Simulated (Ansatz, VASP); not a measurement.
# GaP: VASP beside Ansatz

Wanted: the spread between two codes on one cell, functional and k mesh. The cell is taken from a series of runs on this material, whose earlier steps may have relaxed, scaled, displaced or heated it; both programs get it as it stands.

Program: Ansatz 0.2.0. Level of theory: plane waves, with VASP 6.6.1 beside it; G0W0 gap at LDA. Results are calculated unless marked as measured.

## 1. Set-up

The structure is orthorhombic, space group Imm2 (No. 44). The conventional cell has a = 3.845 Å, b = 3.873 Å, c = 5.478 Å, α = 90.00°, β = 90.00°, γ = 90.00°. Nearest to Ga lie 4 P at 2.36 to 2.37 Å. Nearest to P lie 4 Ga at 2.36 to 2.37 Å. Farther neighbours are not listed.

Structure file:

```xyz
2
Lattice="-1.9367 -2.7389 1.9227 1.9367 -2.7389 1.9227 0.0000 0.0000 3.8453" Properties=species:S:1:pos:R:3 pbc="T T T"
Ga    0.0000   -0.0025    3.8453
P     0.0000   -4.1059    5.7680
```

## 2. VASP: G0W0 gap, LDA

Quasiparticle shifts depend on high empty states and on the cores, so they are the hardest test of two PAW sets.

Lines of VASP's logs that name or quote its potential files are left out, and so is its time.

The run reads the wave functions of an earlier VASP run, which isn't shown here.

Contents of INCAR:

```
SYSTEM = GaP
PREC = Accurate
ENCUT = 430
ISMEAR = 0
SIGMA = 0.01
LREAL = .FALSE.
GGA = CA
NBANDS = 184
ALGO = EVGW0
NELMGW = 1
ENCUTGW = 150
NOMEGA = 64
PRECFOCK = Fast
NBANDSGW = 24
LWAVE = .FALSE.
LCHARG = .FALSE.
```

Contents of POSCAR:

```
GaP
1.0
   -1.9366779738     -2.7388762482      1.9226689037
    1.9366779738     -2.7388762482      1.9226689037
    0.0000000000      0.0000000035      3.8453378024
Ga P
1 1
Direct
    0.0004498590      0.0004498590      0.9995501410
    0.7495501410      0.7495501410      0.7504498590
```

Contents of KPOINTS:

```
Automatic mesh
0
Gamma
6 6 6
0 0 0
```

The projector-augmented-wave data sets are Ga_d_GW and P_GW (LDA family, release 64).

On the command line:

```sh
$ mpirun -np 8 vasp_std
```

Numbers of over 12 decimals in the logs are rounded to 6 here.

Log:

```text
[banner, memory and clock lines left out]
running    8 mpi-ranks, on    1 nodes
 distrk:  each k-point on    8 cores,    1 groups
 distr:  one band on    1 cores,    8 groups

 POSCAR found type information on POSCAR GaP
 POSCAR found :  2 types and       2 ions
|                                                                             |
|           W    W    AA    RRRRR   N    N  II  N    N   GGGG   !!!           |
|           W    W   A  A   R    R  NN   N  II  NN   N  G    G  !!!           |
|           W    W  A    A  R    R  N N  N  II  N N  N  G       !!!           |
|           W WW W  AAAAAA  RRRRR   N  N N  II  N  N N  G  GGG   !            |
|           WW  WW  A    A  R   R   N   NN  II  N   NN  G    G                |
|           W    W  A    A  R    R  N    N  II  N    N   GGGG   !!!           |
|                                                                             |
|     For optimal performance we recommend to set                             |
|       NCORE = 2 up to number-of-cores-per-socket                            |
|     NCORE specifies how many cores store one orbital (NPAR=cpu/NCORE).      |
|     This setting can greatly improve the performance of VASP for DFT.       |
|     The default, NCORE=1 might be grossly inefficient on modern             |
|     multi-core architectures or massively parallel machines. Do your        |
|     Unfortunately you need to use the default for GW and RPA                |
|     calculations (for HF NCORE is supported but not extensively tested      |
|     yet).                                                                   |
|                                                                             |

|                                                                             |
|           W    W    AA    RRRRR   N    N  II  N    N   GGGG   !!!           |
|           W    W   A  A   R    R  NN   N  II  NN   N  G    G  !!!           |
|           W    W  A    A  R    R  N N  N  II  N N  N  G       !!!           |
|           W WW W  AAAAAA  RRRRR   N  N N  II  N  N N  G  GGG   !            |
|           WW  WW  A    A  R   R   N   NN  II  N   NN  G    G                |
|           W    W  A    A  R    R  N    N  II  N    N   GGGG   !!!           |
|                                                                             |
|     The default for ENCUTGWSOFT is different in this version of VASP.       |
|     please manually set ENCUTGWSOFT =150 in the INCAR file.                 |
|                                                                             |

 LDA part: xc-table for (Slater(with rela. corr.)+CA(PZ))
 , standard interpolation
 found WAVECAR, reading the header
 POSCAR, INCAR and KPOINTS ok, starting setup
 FFT: planning ... GRIDC
 FFT: planning ... GRID_SOFT
 FFT: planning ... GRID
 reading WAVECAR
 the WAVECAR file was read successfully
 initial charge from wavefunction
 available memory per node:     74.69 GB, setting MAXMEM to     76478

 The Fermi energy was updated, please check that it is located mid-gap
 values below the HOMO (VB) or above the LUMO (CB) will cause erroneous energies
 E-fermi :   4.8369

 calculate exact exchange contribution
 the WAVEDER file was read successfully
energies w=
    0.000    0.000    0.429    0.000    0.857    0.000    1.283    0.000
    1.707    0.000    2.126    0.000    2.542    0.000    2.952    0.000
    3.357    0.000    3.757    0.000    4.152    0.000    4.541    0.000
    4.924    0.000    5.303    0.000    5.676    0.000    6.045    0.000
    6.411    0.000    6.773    0.000    7.133    0.000    7.490    0.000
    7.846    0.000    8.202    0.000    8.558    0.000    8.915    0.000
    9.274    0.000    9.636    0.000   10.002    0.000   10.373    0.000
   10.750    0.000   11.135    0.000   11.528    0.000   11.932    0.000
   12.348    0.000   12.777    0.000   13.222    0.000   13.684    0.000
   14.168    0.000   14.675    0.000   15.208    0.000   15.772    0.000
   16.371    0.000   17.009    0.000   17.693    0.000   18.431    0.000
   19.230    0.000   20.101    0.000   21.056    0.000   22.110    0.000
   23.283    0.000   24.596    0.000   26.080    0.000   27.774    0.000
   29.728    0.000   32.008    0.000   34.706    0.000   37.950    0.000
   41.924    0.000   46.904    0.000   53.326    0.000   61.911    0.000
   73.958    0.000   92.055    0.000  122.224    0.000  182.403    0.000
 responsefunction array rank=     176
 LDA part: xc-table for (Slater(with rela. corr.)+CA(PZ))
 , standard interpolation

 min. memory requirement per mpi rank    395.2 MB, per node   3161.4 MB

[...]
performed       3038000 updates of chi_q(r,r)
 total number of BLAS operations        704.97 Gflops
NQ=   3    0.3333   -0.0000    0.0000,
|.........|.........|.........|.........|.........|.........|.........|.........
 performed       4990000 updates of chi_q(r,r)
 total number of BLAS operations       1161.64 Gflops
NQ=   4    0.5000    0.0000   -0.0000,
|.........|.........|.........|.........|.........|.........|.........|.........
 performed       6447000 updates of chi_q(r,r)
 total number of BLAS operations       1490.76 Gflops
NQ=   5    0.1667    0.1667    0.0000,
|.........|.........|.........|.........|.........|.........|.........|.........
 performed       7789000 updates of chi_q(r,r)
[...]
|.........|.........|.........|.........|.........|.........|.........|.........
 performed      32545000 updates of chi_q(r,r)
 total number of BLAS operations       7507.35 Gflops
NQ=  19   -0.1667   -0.0000    0.1667,
|.........|.........|.........|.........|.........|.........|.........|.........
 performed      35133000 updates of chi_q(r,r)
 total number of BLAS operations       8077.89 Gflops
NQ=  20    0.3333    0.3333    0.1667,
|.........|.........|.........|.........|.........|.........|.........|.........
 performed      37058000 updates of chi_q(r,r)
 total number of BLAS operations       8512.70 Gflops
NQ=  21    0.5000    0.3333    0.1667,
|.........|.........|.........|.........|.........|.........|.........|.........
 performed      39646000 updates of chi_q(r,r)
 total number of BLAS operations       9125.24 Gflops
NQ=  22   -0.3333    0.3333    0.1667,
|.........|.........|.........|.........|.........|.........|.........|.........
 performed      42234000 updates of chi_q(r,r)
 total number of BLAS operations       9737.77 Gflops
NQ=  23   -0.1667    0.3333    0.1667,
|.........|.........|.........|.........|.........|.........|.........|.........
 performed      44115000 updates of chi_q(r,r)
 total number of BLAS operations      10198.75 Gflops
NQ=  24    0.5000    0.5000    0.1667,
|.........|.........|.........|.........|.........|.........|.........|.........
 performed      46040000 updates of chi_q(r,r)
 total number of BLAS operations      10654.51 Gflops
NQ=  25   -0.3333    0.5000    0.1667,
|.........|.........|.........|.........|.........|.........|.........|.........
 performed      47921000 updates of chi_q(r,r)
 total number of BLAS operations      11099.82 Gflops
NQ=  26   -0.0000   -0.0000    0.3333,
|.........|.........|.........|.........|.........|.........|.........|.........
 performed      49846000 updates of chi_q(r,r)
 total number of BLAS operations      11534.64 Gflops
NQ=  27    0.1667   -0.0000    0.3333,
|.........|.........|.........|.........|.........|.........|.........|.........
 performed      52434000 updates of chi_q(r,r)
 total number of BLAS operations      12105.18 Gflops
NQ=  28    0.3333   -0.0000    0.3333,
|.........|.........|.........|.........|.........|.........|.........|.........
 performed      54315000 updates of chi_q(r,r)
 total number of BLAS operations      12550.49 Gflops
NQ=  29    0.5000   -0.0000    0.3333,
|.........|.........|.........|.........|.........|.........|.........|.........
 performed      56903000 updates of chi_q(r,r)
 total number of BLAS operations      13163.02 Gflops
NQ=  30   -0.3333   -0.0000    0.3333,
|.........|.........|.........|.........|.........|.........|.........|.........
 performed      59491000 updates of chi_q(r,r)
 total number of BLAS operations      13775.56 Gflops
NQ=  31   -0.1667    0.0000    0.3333,
|.........|.........|.........|.........|.........|.........|.........|.........
 performed      62079000 updates of chi_q(r,r)
 total number of BLAS operations      14366.91 Gflops
NQ=  32    0.1667    0.1667    0.3333,
|.........|.........|.........|.........|.........|.........|.........|.........
 performed      63545000 updates of chi_q(r,r)
 total number of BLAS operations      14682.44 Gflops
NQ=  33    0.5000    0.1667    0.3333,
|.........|.........|.........|.........|.........|.........|.........|.........
 performed      66133000 updates of chi_q(r,r)
 total number of BLAS operations      15294.98 Gflops
NQ=  34   -0.3333    0.1667    0.3333,
|.........|.........|.........|.........|.........|.........|.........|.........
 performed      68226000 updates of chi_q(r,r)
 total number of BLAS operations      15779.00 Gflops
NQ=  35    0.5000    0.5000    0.3333,
|.........|.........|.........|.........|.........|.........|.........|.........
 performed      70151000 updates of chi_q(r,r)
 total number of BLAS operations      16213.81 Gflops
NQ=  36   -0.3333    0.5000    0.3333,
|.........|.........|.........|.........|.........|.........|.........|.........
 performed      72739000 updates of chi_q(r,r)
 total number of BLAS operations      16819.24 Gflops
NQ=  37   -0.1667    0.5000    0.3333,
|.........|.........|.........|.........|.........|.........|.........|.........
 performed      74620000 updates of chi_q(r,r)
 total number of BLAS operations      17264.55 Gflops
NQ=  38   -0.3333   -0.3333    0.3333,
|.........|.........|.........|.........|.........|.........|.........|.........
 performed      76086000 updates of chi_q(r,r)
 total number of BLAS operations      17611.62 Gflops
NQ=  39   -0.0000   -0.0000    0.5000,
|.........|.........|.........|.........|.........|.........|.........|.........
 performed      77525000 updates of chi_q(r,r)
 total number of BLAS operations      17936.75 Gflops
NQ=  40    0.1667   -0.0000    0.5000,
|.........|.........|.........|.........|.........|.........|.........|.........
 performed      80113000 updates of chi_q(r,r)
 total number of BLAS operations      18521.12 Gflops
NQ=  41    0.3333   -0.0000    0.5000,
|.........|.........|.........|.........|.........|.........|.........|.........
 performed      82701000 updates of chi_q(r,r)
 total number of BLAS operations      19133.66 Gflops
NQ=  42    0.5000    0.0000    0.5000,
|.........|.........|.........|.........|.........|.........|.........|.........
 performed      83999000 updates of chi_q(r,r)
 total number of BLAS operations      19448.20 Gflops
NQ=  43    0.1667    0.1667    0.5000,
|.........|.........|.........|.........|.........|.........|.........|.........
 performed      85924000 updates of chi_q(r,r)
 total number of BLAS operations      19872.72 Gflops
NQ=  44    0.3333    0.1667    0.5000,
|.........|.........|.........|.........|.........|.........|.........|.........
 performed      87805000 updates of chi_q(r,r)
 total number of BLAS operations      20318.03 Gflops
NQ=  45   -0.3333    0.1667    0.5000,
|.........|.........|.........|.........|.........|.........|.........|.........
 performed      89492000 updates of chi_q(r,r)
 total number of BLAS operations      20717.35 Gflops
NQ=  46   -0.1667    0.1667    0.5000,
|.........|.........|.........|.........|.........|.........|.........|.........
 performed      91567000 updates of chi_q(r,r)
 total number of BLAS operations      21208.65 Gflops
 resolving degeneracies of screened two electron integrals

 calculate QP shifts <psi_nk| G(iteration)W_0 |psi_nk>: iteration 1
 entering main loop
```

Parts of OUTCAR (step 2):

```text
ion  position               nearest neighbor table
   1  0.000  0.000  1.000-   2 2.36   2 2.36   2 2.37   2 2.37
   2  0.750  0.750  0.750-   1 2.36   1 2.36   1 2.37   1 2.37

  LATTYP: Found a body centered orthorhombic cell.
 ALAT       =     3.8453378024
 B/A-ratio  =     1.0072862637
 C/A-ratio  =     1.4245178919

 Subroutine GETGRP returns: Found  4 space group operations
 (whereof  4 operations were pure point group operations)

The static configuration has the point symmetry C_2v.

 Found     46 irreducible k-points:

   k-points           NKPTS =     46   k-points in BZ     NKDIM =    216   number of bands    NBANDS=    184

   dimension x,y,z NGX =    28 NGY =   28 NGZ =   28
   dimension x,y,z NGXF=    56 NGYF=   56 NGZF=   56

   ENCUT  =  430.0 eV  31.60 Ry    5.62 a.u.   6.54  6.54  6.50*2*pi/ulx,y,z

   NELECT =      18.0000    total number of electrons

  energy-cutoff  :      430.00
  volume of cell :       40.79
      direct lattice vectors                 reciprocal lattice vectors
    -1.936677974 -2.738876248  1.922668904    -0.258174052 -0.182556623  0.000000000
     1.936677974 -2.738876248  1.922668904     0.258174052 -0.182556623  0.000000000
     0.000000000  0.000000003  3.845337802     0.000000000  0.182556624  0.260055176

 k-points in reciprocal lattice and weights: Automatic mesh
   0.00000000  0.00000000  0.00000000       0.005
   0.16666667 -0.00000000  0.00000000       0.019
   0.33333333 -0.00000000  0.00000000       0.019
   0.50000000  0.00000000 -0.00000000       0.009
   0.16666667  0.16666667  0.00000000       0.009
   0.33333333  0.16666667 -0.00000000       0.019
   0.50000000  0.16666667  0.00000000       0.019
  -0.33333333  0.16666667  0.00000000       0.019
  -0.16666667  0.16666667  0.00000000       0.009
[...]
-0.33333333  0.16666667  0.50000000       0.019
  -0.16666667  0.16666667  0.50000000       0.019

 E-fermi :   4.8369

 QP shifts <psi_nk| G(iteration)W_0 |psi_nk>: iteration 1
 for sc-GW calculations column KS-energies equals QP-energies in previous step
 and V_xc(KS)=  KS-energies - (<T + V_ion + V_H > + <T+V_H+V_ion>^1  + <V_x>^1)
 k-point   1 :       0.0000    0.0000    0.0000
  band No.  KS-energies  QP-energies   sigma(KS)   V_xc(KS)     V^pw_x(r,r')   Z            occupation Imag(sigma)
    ...
      6      -8.3594      -8.6773     -12.0427     -11.5368     -18.6196       0.6285       2.0000       0.9499
      7       4.0745       3.6399     -13.3003     -12.7281     -14.2253       0.7595       2.0000       0.0350
      8       4.0795       3.6447     -13.3151     -12.7428     -14.2444       0.7597       2.0000       0.0352
      9       4.1271       3.6927     -13.3238     -12.7521     -14.2494       0.7598       2.0000       0.0352
     10       5.6625       6.2118     -11.2985     -12.0154      -7.3037       0.7661       0.0000      -0.0352
     11       7.8316       8.2171     -10.2851     -10.7897      -5.9299       0.7641       0.0000      -0.0502
     12       7.8847       8.2714     -10.2949     -10.8008      -5.9260       0.7642       0.0000      -0.0505
     13       7.9176       8.3056     -10.3011     -10.8088      -5.9201       0.7643       0.0000      -0.0508
    ...

 k-point   2 :       0.1667   -0.0000    0.0000
  band No.  KS-energies  QP-energies   sigma(KS)   V_xc(KS)     V^pw_x(r,r')   Z            occupation Imag(sigma)
    ...
      6      -8.0093      -8.3543     -12.2411     -11.6990     -18.7049       0.6363       2.0000       0.9183
      7       1.6400       1.2456     -12.6263     -12.0931     -14.2472       0.7396       2.0000       0.0542
      8       3.7082       3.2689     -13.0902     -12.5109     -14.1041       0.7584       2.0000       0.0363
      9       3.7583       3.3188     -13.1055     -12.5263     -14.1174       0.7588       2.0000       0.0365
     10       6.3435       6.8235     -10.8590     -11.4859      -6.7900       0.7657       0.0000      -0.0405
     11       8.4110       8.7991     -10.4578     -10.9696      -5.9258       0.7582       0.0000      -0.0579
     12       8.4602       8.8493     -10.4656     -10.9797      -5.9145       0.7569       0.0000      -0.0588
     13       8.9280       9.2987     -10.8311     -11.3257      -6.1766       0.7496       0.0000      -0.0677
    ...

 k-point   3 :       0.3333   -0.0000    0.0000
  band No.  KS-energies  QP-energies   sigma(KS)   V_xc(KS)     V^pw_x(r,r')   Z            occupation Imag(sigma)
    ...
      6      -7.0741      -7.4714     -12.6935     -12.0932     -18.8457       0.6618       2.0000       0.8264
      7      -1.1650      -1.5762     -12.0873     -11.5043     -15.1254       0.7053       2.0000       0.1679
      8       3.1764       2.7156     -12.9063     -12.2958     -14.1183       0.7546       2.0000       0.0393
      9       3.2271       2.7662     -12.9231     -12.3121     -14.1329       0.7544       2.0000       0.0396
     10       5.8412       6.2935     -10.6056     -11.1924      -6.6915       0.7708       0.0000      -0.0399
     11       8.7933       9.1626     -10.2425     -10.7313      -5.6030       0.7557       0.0000      -0.0668
     12       8.8446       9.2155     -10.2474     -10.7388      -5.5846       0.7548       0.0000      -0.0683
     13      11.4533      11.7733     -10.3935     -10.8307      -4.7899       0.7319       0.0000      -0.1801
    ...

 k-point   4 :       0.5000    0.0000   -0.0000
  band No.  KS-energies  QP-energies   sigma(KS)   V_xc(KS)     V^pw_x(r,r')   Z            occupation Imag(sigma)
    ...
      6      -6.3173      -6.7464     -13.1724     -12.5360     -19.1023       0.6743       2.0000       0.7440
      7      -2.5819      -2.9740     -11.5635     -11.0016     -15.2276       0.6980       2.0000       0.2904
      8       2.9669       2.4954     -12.8582     -12.2327     -14.1553       0.7539       2.0000       0.0405
      9       3.0178       2.5459     -12.8752     -12.2493     -14.1704       0.7539       2.0000       0.0408
     10       5.6167       6.0608     -10.6109     -11.1863      -6.7667       0.7719       0.0000      -0.0390
     11       8.7047       9.0572     -10.0566     -10.5214      -5.4702       0.7587       0.0000      -0.0667
     12       8.7585       9.1130     -10.0601     -10.5278      -5.4494       0.7580       0.0000      -0.0682
     13      12.1384      12.2913      -8.6507      -8.8563      -3.0873       0.7435       0.0000      -0.2116
    ...

[... 4 further parts left out ...]
```

(Part 1 of 2 ends here.)

[Lines on the potential files, build, host, timing and source positions are cut from VASP's logs without a mark.]

[Logs are printed without paths, hosts, clocks, repeated set-up lines and the standing remarks that a program may print on its own settings, such as how far it seeks lower states.]

[Hosts, paths, dates, database ids (printed as entryN), source tags and the programs' standing remarks are cut or masked in the printed files.]
